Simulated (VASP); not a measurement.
OSZICAR of a VASP run on Zn₄OS₃ (ordered alloy cell):

**OSZICAR**
```
       N       E                     dE             d eps       ncg     rms          rms(c)
DAV:   1     0.612704173031E+03    0.61270E+03   -0.33398E+04  2408   0.204E+03
DAV:   2     0.563745714332E+02   -0.55633E+03   -0.54094E+03  2448   0.462E+02
DAV:   3    -0.277779296540E+02   -0.84153E+02   -0.82790E+02  2639   0.166E+02
DAV:   4    -0.319861035458E+02   -0.42082E+01   -0.41875E+01  2904   0.381E+01
DAV:   5    -0.320516519004E+02   -0.65548E-01   -0.65486E-01  2848   0.494E+00    0.158E+01
DAV:   6    -0.288040080107E+02    0.32476E+01   -0.10513E+01  3948   0.562E+01    0.112E+01
DAV:   7    -0.289260435056E+02   -0.12204E+00   -0.47982E+00  2577   0.119E+01    0.721E+00
DAV:   8    -0.289742705692E+02   -0.48227E-01   -0.11919E+00  3376   0.114E+01    0.233E+00
DAV:   9    -0.289168179767E+02    0.57453E-01   -0.50520E-01  3426   0.107E+01    0.729E-01
DAV:  10    -0.289169834970E+02   -0.16552E-03   -0.10140E-01  2752   0.309E+00    0.467E-01
DAV:  11    -0.289162712684E+02    0.71223E-03   -0.36947E-02  3093   0.131E+00    0.232E-01
DAV:  12    -0.289163556650E+02   -0.84397E-04   -0.36300E-03  2708   0.654E-01    0.191E-01
DAV:  13    -0.289165245306E+02   -0.16887E-03   -0.85110E-04  2949   0.744E-01    0.735E-02
DAV:  14    -0.289164377992E+02    0.86731E-04   -0.60427E-04  3167   0.598E-01    0.169E-02
DAV:  15    -0.289164511070E+02   -0.13308E-04   -0.17791E-04  2849   0.112E-01    0.170E-02
DAV:  16    -0.289164528334E+02   -0.17264E-05   -0.27222E-05  2884   0.764E-02    0.528E-03
DAV:  17    -0.289164536693E+02   -0.83585E-06   -0.51029E-06  2574   0.312E-02
   1 F= -.28916454E+02 E0= -.28916454E+02  d E =-.289165E+02
       N       E                     dE             d eps       ncg     rms          rms(c)
DAV:   1    -0.289259257796E+02   -0.94729E-02   -0.17628E-01  2999   0.528E+00    0.745E-01
DAV:   2    -0.289179034731E+02    0.80223E-02   -0.41800E-02  2993   0.318E+00    0.275E-01
DAV:   3    -0.289171029135E+02    0.80056E-03   -0.22038E-03  3054   0.546E-01    0.145E-01
DAV:   4    -0.289168245882E+02    0.27833E-03   -0.51073E-04  3491   0.338E-01    0.649E-02
DAV:   5    -0.289167908952E+02    0.33693E-04   -0.12549E-04  3205   0.168E-01    0.269E-02
DAV:   6    -0.289167855902E+02    0.53050E-05   -0.32747E-05  3161   0.700E-02    0.867E-03
DAV:   7    -0.289167864653E+02   -0.87511E-06   -0.12838E-05  3013   0.375E-02    0.669E-03
DAV:   8    -0.289167866988E+02   -0.23346E-06   -0.20950E-06  1778   0.223E-02
   2 F= -.28916787E+02 E0= -.28916787E+02  d E =-.333029E-03
```

Which electronic solver shows in the log?

It is blocked Davidson (ALGO = Normal, or the opening steps of other solvers). The INCAR had ALGO = Normal.

Can the final energy be trusted as converged?

Self-consistency was reached. It stopped with EDIFF = 1E-6, NELM = 100, NSW = 60 and EDIFFG = -0.02 after 2 ionic steps (PBE GGA, plane waves, VASP's PBE PAW potentials (set 64)).

The structure was generated: Zn4OS3 was put into an ordered model structure (Pm), which need not be its known phase. This run relaxes it. Symmetry was kept, so distortions that lower it aren't found. The start is the result of an earlier pass.
